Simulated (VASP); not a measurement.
VASP input:

KPOINTS:
```
Automatic mesh
0
Gamma
12 12 7
0 0 0
```

**POSCAR**
```
Co
1
    1.2801000000    -2.2171980000     0.0000000000
    1.2801000000     2.2171980000     0.0000000000
    0.0000000000     0.0000000000     4.1514000000
Co
2
Direct
  0.3333330000   0.6666670000   0.2500000000
  0.6666670000   0.3333330000   0.7500000000
```

**INCAR**
```
SYSTEM = Co
PREC = Accurate
ENCUT = 400
EDIFF = 1E-6
NELM = 100
ALGO = Normal
LREAL = .FALSE.
LASPH = .TRUE.
ISMEAR = 1
SIGMA = 0.1
GGA = PE
LMAXMIX = 4
ISPIN = 2
MAGMOM = 1.0 1.0 1.0 1.0
LORBIT = 10
LWAVE = .FALSE.
LCHARG = .FALSE.
ISIF = 2
```

POTCAR, in this order: Co (PBE.64 set). Program: vasp_std.

Task: One choice in this input is risky. Which, and does it do harm here?

Result: The risk: MAGMOM holds more values than there are atoms. Here it does no harm: the run (PBE GGA, plane waves, VASP's PBE PAW potentials (set 64)) converges to the same energy and pressure as with the safe setting.
OSZICAR:
```
       N       E                     dE             d eps       ncg     rms          rms(c)
DAV:   1     0.737836719829E+02    0.73784E+02   -0.73155E+03  4320   0.144E+03
DAV:   2    -0.141443678072E+02   -0.87928E+02   -0.81661E+02  4256   0.254E+02
DAV:   3    -0.160675579350E+02   -0.19232E+01   -0.18590E+01  4922   0.535E+01
DAV:   4    -0.160949483908E+02   -0.27390E-01   -0.27383E-01  6020   0.493E+00
DAV:   5    -0.160952397262E+02   -0.29134E-03   -0.29131E-03  5068   0.447E-01    0.138E+01
DAV:   6    -0.145160316599E+02    0.15792E+01   -0.18825E+01  4460   0.865E+01    0.965E+00
DAV:   7    -0.139589498699E+02    0.55708E+00   -0.29378E+00  4514   0.329E+01    0.378E+00
DAV:   8    -0.139886542048E+02   -0.29704E-01   -0.60617E-02  6178   0.326E+00    0.204E+00
DAV:   9    -0.139718725542E+02    0.16782E-01   -0.55830E-03  6378   0.111E+00    0.114E+00
DAV:  10    -0.139711301174E+02    0.74244E-03   -0.10495E-04  5330   0.124E-01    0.120E+00
DAV:  11    -0.139761795345E+02   -0.50494E-02   -0.76907E-03  5270   0.135E+00    0.128E-01
DAV:  12    -0.139761812946E+02   -0.17600E-05   -0.20979E-04  5322   0.208E-01    0.310E-02
DAV:  13    -0.139761770987E+02    0.41959E-05   -0.17183E-05  5584   0.649E-02    0.153E-02
DAV:  14    -0.139761788779E+02   -0.17792E-05   -0.12516E-06  3038   0.151E-02    0.697E-03
DAV:  15    -0.139761781435E+02    0.73438E-06   -0.98945E-07  2382   0.172E-02
   1 F= -.13976178E+02 E0= -.13976248E+02  d E =0.209642E-03  mag=     3.3478
```

The compound is Co in the hcp structure. The cell was not relaxed at this level.
